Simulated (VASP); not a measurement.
OSZICAR of a VASP run on GaSb (zinc blende):

**OSZICAR**
```
       N       E                     dE             d eps       ncg     rms          rms(c)
DAV:   1     0.487720568411E+02    0.48772E+02   -0.91877E+03   762   0.178E+03
DAV:   2    -0.334575662010E+02   -0.82230E+02   -0.80448E+02   809   0.320E+02
DAV:   3    -0.393293762393E+02   -0.58718E+01   -0.58383E+01   944   0.759E+01
DAV:   4    -0.394310284269E+02   -0.10165E+00   -0.10161E+00   835   0.110E+01
DAV:   5    -0.394340065967E+02   -0.29782E-02   -0.29781E-02   945   0.166E+00    0.290E+00
DAV:   6    -0.375582806864E+02    0.18757E+01   -0.41824E-01   829   0.116E+01    0.198E+00
DAV:   7    -0.376681657656E+02   -0.10989E+00   -0.40269E-01   844   0.825E+00    0.634E-01
DAV:   8    -0.375813274016E+02    0.86838E-01   -0.24873E-01   799   0.572E+00    0.187E-01
DAV:   9    -0.375961133052E+02   -0.14786E-01   -0.14162E-02   859   0.116E+00    0.227E-01
DAV:  10    -0.375976735668E+02   -0.15603E-02   -0.41473E-03   764   0.743E-01    0.480E-01
DAV:  11    -0.376006405974E+02   -0.29670E-02   -0.18032E-02   759   0.123E+00    0.709E-02
DAV:  12    -0.375987113275E+02    0.19293E-02   -0.17678E-03   789   0.390E-01    0.722E-02
DAV:  13    -0.375999381925E+02   -0.12269E-02   -0.39576E-04   799   0.212E-01    0.600E-02
DAV:  14    -0.376005444703E+02   -0.60628E-03   -0.78895E-04   784   0.225E-01    0.254E-02
DAV:  15    -0.376005592052E+02   -0.14735E-04   -0.76122E-05   945   0.889E-02    0.311E-03
DAV:  16    -0.376006200504E+02   -0.60845E-04   -0.59621E-05   764   0.668E-02    0.314E-03
DAV:  17    -0.376006202148E+02   -0.16446E-06   -0.24864E-06   947   0.223E-02    0.262E-03
DAV:  18    -0.376006220562E+02   -0.18413E-05   -0.77674E-07   779   0.115E-02    0.565E-04
DAV:  19    -0.376006222808E+02   -0.22458E-06   -0.13152E-07   546   0.439E-03    0.604E-04
DAV:  20    -0.376006222581E+02    0.22665E-07   -0.64012E-08   487   0.406E-03
   1 F= -.37600622E+02 E0= -.37600622E+02  d E =0.000000E+00
       N       E                     dE             ncg
       N       E                     dE             ncg
       N       E                     dE             ncg
```

### Question
Which electronic solver shows in the log?

### Answer
It is blocked Davidson (ALGO = Normal, or the opening steps of other solvers). The INCAR had ALGO = Normal.

### Question
Can the final energy be trusted as converged?

### Answer
The calculation finished and met its thresholds. It stopped with EDIFF = 1E-7, NELM = 100 (r2SCAN meta-GGA, plane waves, VASP's PBE PAW potentials (set 64)).

The compound is GaSb in the zinc blende structure. It was relaxed first.
